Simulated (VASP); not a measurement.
These are vdW-DF-cx, VASP's PBE PAW potentials (set 64) (plane waves; VASP 6.6.1) values and carry that method's errors.

VASP ran on this input.

KPOINTS:
```
Automatic
0
Gamma
 11 11 6
0 0 0
```

**INCAR**
```
AGGAC  =  0.0
ALGO  =  Normal
EDIFF  =  1E-6
EDIFFG  =  -0.01
ENCUT  =  520
GGA  =  CX
IBRION  =  2
ISIF  =  3
ISMEAR  =  1
LASPH  =  .TRUE.
LCHARG  =  .FALSE.
LMAXMIX  =  4
LREAL  =  .FALSE.
LUSE_VDW  =  .TRUE.
LWAVE  =  .FALSE.
NELM  =  100
NSW  =  60
PREC  =  Accurate
SIGMA  =  0.1
SYSTEM  =  Sc
```

POSCAR:
```
Sc
1
    1.6550000000    -2.8665440000     0.0000000000
    1.6550000000     2.8665440000     0.0000000000
    0.0000000000     0.0000000000     5.2700000000
Sc
2
Direct
  0.3333330000   0.6666670000   0.2500000000
  0.6666670000   0.3333330000   0.7500000000
```

POTCAR, in this order: Sc_sv (PBE.64 set). Program: vasp_std.

What VASP printed:

OUTCAR:
```
 ion  position               nearest neighbor table
   1  0.333  0.667  0.250-   2 3.26   2 3.26   2 3.26   2 3.26   2 3.26   2 3.26
   2  0.667  0.333  0.750-   1 3.26   1 3.26   1 3.26   1 3.26   1 3.26   1 3.26
  LATTYP: Found a hexagonal cell.
 ALAT       =     3.3099999251
 C/A-ratio  =     1.5921450511
 Subroutine PRICEL returns:
 Original cell was already a primitive cell.
 Subroutine GETGRP returns: Found 24 space group operations
The static configuration has the point symmetry D_3d.
 The point group associated with its full space group is D_6h.
The dynamic configuration has the point symmetry D_3d.
 Subroutine INISYM returns: Found 24 space group operations
 Subroutine IBZKPT returns following result:
 Found     64 irreducible k-points:

 Following reciprocal coordinates:
            Coordinates               Weight
  0.000000  0.000000  0.000000      1.000000
  0.090909  0.000000  0.000000      6.000000
  0.181818  0.000000  0.000000      6.000000
  0.272727  0.000000  0.000000      6.000000
  0.363636  0.000000  0.000000      6.000000
  0.454545  0.000000  0.000000      6.000000
  0.090909  0.090909  0.000000      6.000000
  0.181818  0.090909  0.000000     12.000000
  0.272727  0.090909  0.000000     12.000000
  0.363636  0.090909  0.000000     12.000000
  0.454545  0.090909  0.000000      6.000000
  0.181818  0.181818  0.000000      6.000000
  0.272727  0.181818  0.000000     12.000000
  0.363636  0.181818  0.000000     12.000000
  0.272727  0.272727  0.000000      6.000000
  0.363636  0.272727  0.000000      6.000000
  0.000000  0.000000  0.166667      2.000000
  0.090909  0.000000  0.166667     12.000000
  0.181818  0.000000  0.166667     12.000000
  0.272727  0.000000  0.166667     12.000000
  0.363636  0.000000  0.166667     12.000000
  0.454545  0.000000  0.166667     12.000000
  0.090909  0.090909  0.166667     12.000000
  0.181818  0.090909  0.166667     24.000000
  0.272727  0.090909  0.166667     24.000000
  0.363636  0.090909  0.166667     24.000000
  0.454545  0.090909  0.166667     12.000000
  0.181818  0.181818  0.166667     12.000000
  0.272727  0.181818  0.166667     24.000000
  0.363636  0.181818  0.166667     24.000000
  0.272727  0.272727  0.166667     12.000000
  0.363636  0.272727  0.166667     12.000000
  0.000000  0.000000  0.333333      2.000000
  0.090909  0.000000  0.333333     12.000000
  0.181818  0.000000  0.333333     12.000000
  0.272727  0.000000  0.333333     12.000000
  0.363636  0.000000  0.333333     12.000000
  0.454545  0.000000  0.333333     12.000000
  0.090909  0.090909  0.333333     12.000000
  0.181818  0.090909  0.333333     24.000000
   k-points           NKPTS =     64   k-points in BZ     NKDIM =     64   number of bands    NBANDS=     15
   number of dos      NEDOS =    301   number of ions     NIONS =      2
   total plane-waves  NPLWV =  31360
   dimension x,y,z NGX =    28 NGY =   28 NGZ =   40
   dimension x,y,z NGXF=    56 NGYF=   56 NGZF=   80
   ions per type =               2
   PREC   = accura    normal or accurate (medium, high low for compatibility)
   ISTART =      0    job   : 0-new  1-cont  2-samecut
   ICHARG =      2    charge: 1-file 2-atom 10-const
   ISPIN  =      1    spin polarized calculation?
   LNONCOLLINEAR =      F non collinear calculations
   LSORBIT =      F    spin-orbit coupling
   INIWAV =      1    electr: 0-lowe 1-rand  2-diag
   ENCUT  =  520.0 eV  38.22 Ry    6.18 a.u.   6.15  6.15  9.80*2*pi/ulx,y,z
   NELM   =    100;   NELMIN=  2; NELMDL= -5     # of ELM steps
   EDIFF  = 0.1E-05   stopping-criterion for ELM
   LREAL  =      F    real-space projection
...
```

**OSZICAR**
```
       N       E                     dE             d eps       ncg     rms          rms(c)
DAV:   1     0.397226929110E+03    0.39723E+03   -0.11050E+04  1920   0.155E+03
DAV:   2     0.158478651999E+02   -0.38138E+03   -0.37559E+03  2734   0.659E+02
DAV:   3    -0.841596074344E+01   -0.24264E+02   -0.23733E+02  3182   0.187E+02
DAV:   4    -0.891241835972E+01   -0.49646E+00   -0.48732E+00  2986   0.242E+01
DAV:   5    -0.892051274251E+01   -0.80944E-02   -0.80650E-02  3223   0.320E+00    0.765E+00
DAV:   6    -0.762559630015E+01    0.12949E+01   -0.30538E+00  2410   0.227E+01    0.226E+00
DAV:   7    -0.746648835184E+01    0.15911E+00   -0.73252E-01  2487   0.101E+01    0.876E-01
DAV:   8    -0.745761438787E+01    0.88740E-02   -0.35690E-02  2648   0.284E+00    0.273E-01
DAV:   9    -0.745576634243E+01    0.18480E-02   -0.11212E-02  2487   0.129E+00    0.267E-02
DAV:  10    -0.745581590217E+01   -0.49560E-04   -0.20003E-04  3237   0.213E-01    0.106E-02
DAV:  11    -0.745581539572E+01    0.50645E-06   -0.83526E-06  2563   0.394E-02
   1 F= -.74558154E+01 E0= -.74562705E+01  d E =-.745582E+01
       N       E                     dE             d eps       ncg     rms          rms(c)
DAV:   1    -0.833577315171E+01   -0.87996E+00   -0.26098E+01  2432   0.855E+01    0.643E+00
DAV:   2    -0.756865025506E+01    0.76712E+00   -0.20213E+00  2488   0.206E+01    0.203E+00
DAV:   3    -0.748563136642E+01    0.83019E-01   -0.40084E-01  2590   0.846E+00    0.884E-01
DAV:   4    -0.748369459294E+01    0.19368E-02   -0.21942E-02  2993   0.212E+00    0.196E-01
DAV:   5    -0.748307022114E+01    0.62437E-03   -0.42489E-03  2603   0.900E-01    0.309E-02
DAV:   6    -0.748307181637E+01   -0.15952E-05   -0.13683E-04  3226   0.196E-01    0.645E-03
DAV:   7    -0.748307236875E+01   -0.55238E-06   -0.45373E-06  2453   0.319E-02
   2 F= -.74830724E+01 E0= -.74837707E+01  d E =-.272570E-01
       N       E                     dE             d eps       ncg     rms          rms(c)
DAV:   1    -0.749203777066E+01   -0.89660E-02   -0.26464E-01  2460   0.862E+00    0.637E-01
DAV:   2    -0.748419584135E+01    0.78419E-02   -0.22690E-02  2527   0.214E+00    0.193E-01
DAV:   3    -0.748346712179E+01    0.72872E-03   -0.36026E-03  2732   0.809E-01    0.804E-02
DAV:   4    -0.748344019746E+01    0.26924E-04   -0.19207E-04  3021   0.195E-01    0.164E-02
DAV:   5    -0.748343577522E+01    0.44222E-05   -0.37712E-05  2583   0.841E-02    0.340E-03
DAV:   6    -0.748343580684E+01   -0.31622E-07   -0.94357E-07  1226   0.208E-02
   3 F= -.74834358E+01 E0= -.74841231E+01  d E =-.276204E-01
       N       E                     dE             d eps       ncg     rms          rms(c)
DAV:   1    -0.748854323027E+01   -0.51075E-02   -0.58967E-01  2074   0.165E+01    0.516E-01
DAV:   2    -0.748721365718E+01    0.13296E-02   -0.42658E-02  2978   0.358E+00    0.318E-01
DAV:   3    -0.748490777456E+01    0.23059E-02   -0.71591E-03  3507   0.122E+00    0.488E-02
DAV:   4    -0.748488335234E+01    0.24422E-04   -0.37992E-04  2788   0.295E-01    0.271E-02
DAV:   5    -0.748487723408E+01    0.61183E-05   -0.18610E-05  2786   0.721E-02    0.972E-03
DAV:   6    -0.748487740698E+01   -0.17290E-06   -0.16681E-06  1319   0.192E-02
   4 F= -.74848774E+01 E0= -.74855835E+01  d E =-.144160E-02
       N       E                     dE             d eps       ncg     rms          rms(c)
DAV:   1    -0.748541169197E+01   -0.53446E-03   -0.69413E-02  2088   0.566E+00    0.177E-01
DAV:   2    -0.748526438776E+01    0.14730E-03   -0.50446E-03  2964   0.123E+00    0.109E-01
DAV:   3    -0.748499363621E+01    0.27075E-03   -0.84749E-04  3499   0.421E-01    0.169E-02
DAV:   4    -0.748499044184E+01    0.31944E-05   -0.45733E-05  2779   0.104E-01    0.937E-03
DAV:   5    -0.748498972225E+01    0.71959E-06   -0.16675E-06  1205   0.250E-02
   5 F= -.74849897E+01 E0= -.74856699E+01  d E =-.155392E-02
       N       E                     dE             d eps       ncg     rms          rms(c)
DAV:   1    -0.748500027483E+01   -0.98330E-05   -0.18526E-03  2060   0.928E-01    0.285E-02
DAV:   2    -0.748499683111E+01    0.34437E-05   -0.13465E-04  2985   0.200E-01    0.178E-02
DAV:   3    -0.748498991343E+01    0.69177E-05   -0.22967E-05  3475   0.693E-02    0.290E-03
DAV:   4    -0.748498972323E+01    0.19020E-06   -0.10051E-06  1009   0.177E-02
   6 F= -.74849897E+01 E0= -.74856639E+01  d E =-.155392E-02
       N       E                     dE             d eps       ncg     rms          rms(c)
DAV:   1    -0.748499302758E+01   -0.31141E-05   -0.46297E-04  2039   0.464E-01    0.141E-02
DAV:   2    -0.748499226541E+01    0.76217E-06   -0.33269E-05  2887   0.994E-02    0.868E-03
DAV:   3    -0.748499043257E+01    0.18328E-05   -0.51505E-06  2479   0.337E-02    0.130E-03
DAV:   4    -0.748499045384E+01   -0.21264E-07   -0.36085E-07   960   0.124E-02
   7 F= -.74849905E+01 E0= -.74856677E+01  d E =-.155465E-02
       N       E                     dE             d eps       ncg     rms          rms(c)
DAV:   1    -0.748539533650E+01   -0.40490E-03   -0.11887E-02  2439   0.175E+00    0.137E-01
DAV:   2    -0.748503428295E+01    0.36105E-03   -0.10350E-03  2480   0.457E-01    0.412E-02
DAV:   3    -0.748500115693E+01    0.33126E-04   -0.16861E-04  2669   0.174E-01    0.172E-02
DAV:   4    -0.748499925580E+01    0.19011E-05   -0.89673E-06  2364   0.426E-02    0.380E-03
DAV:   5    -0.748499896391E+01    0.29189E-06   -0.15069E-06  1030   0.219E-02
   8 F= -.74849990E+01 E0= -.74856811E+01  d E =-.851008E-05
```

File OUTCAR:
```
------------------------ aborting loop because EDIFF is reached ----------------------------------------
  FORCE on cell =-STRESS in cart. coord.  units (eV):
  Direction    XX          YY          ZZ          XY          YZ          ZX
  --------------------------------------------------------------------------------------
  Total       -0.0026625     -0.0026625     -0.0031067      0.0000000     -0.0000000      0.0000000
  in kB       -0.0900336     -0.0900336     -0.1050548      0.0000000     -0.0000000      0.0000000
  external PRESSURE =      -0.0950407 kB  Pullay stress =       0.0000000 kB
  volume of cell :       47.38
      direct lattice vectors                 reciprocal lattice vectors
     1.639145552 -2.839083293  0.000000000     0.305036975 -0.176113185 -0.000000000
     1.639145552  2.839083293  0.000000000     0.305036975  0.176113185 -0.000000000
     0.000000000 -0.000000000  5.090566518    -0.000000000 -0.000000000  0.196441790
 POSITION                                       TOTAL-FORCE (eV/Angst)
 -----------------------------------------------------------------------------------
      1.63915      0.94636      1.27264        -0.000000     -0.000000      0.000000
      1.63915     -0.94636      3.81792         0.000000      0.000000     -0.000000
 -----------------------------------------------------------------------------------
    total drift:                                0.000000      0.000683     -0.000015
  FREE ENERGIE OF THE ION-ELECTRON SYSTEM (eV)
  ---------------------------------------------------
  free  energy   TOTEN  =        -7.4849989639 eV

  energy  without entropy=       -7.4870452448  energy(sigma->0) =       -7.48568106

 reached required accuracy - stopping structural energy minimisation
```
(Selected blocks of OUTCAR.)

**CONTCAR**
```
Sc
   1.00000000000000
     1.6391455517762303   -2.8390832926801308    0.0000000000000000
     1.6391455517762303    2.8390832926801308    0.0000000000000000
     0.0000000000000000   -0.0000000000000000    5.0905665179301103
  Sc
     2
Direct
     0.3333330000000032    0.6666669999999968    0.2500000000000000
     0.6666669999999968    0.3333330000000032    0.7500000000000000
```

Energy and stress use the plane-wave basis of the starting cell.

The compound is Sc in the hcp structure. This run relaxes it. Symmetry was kept, so distortions that lower it aren't found.
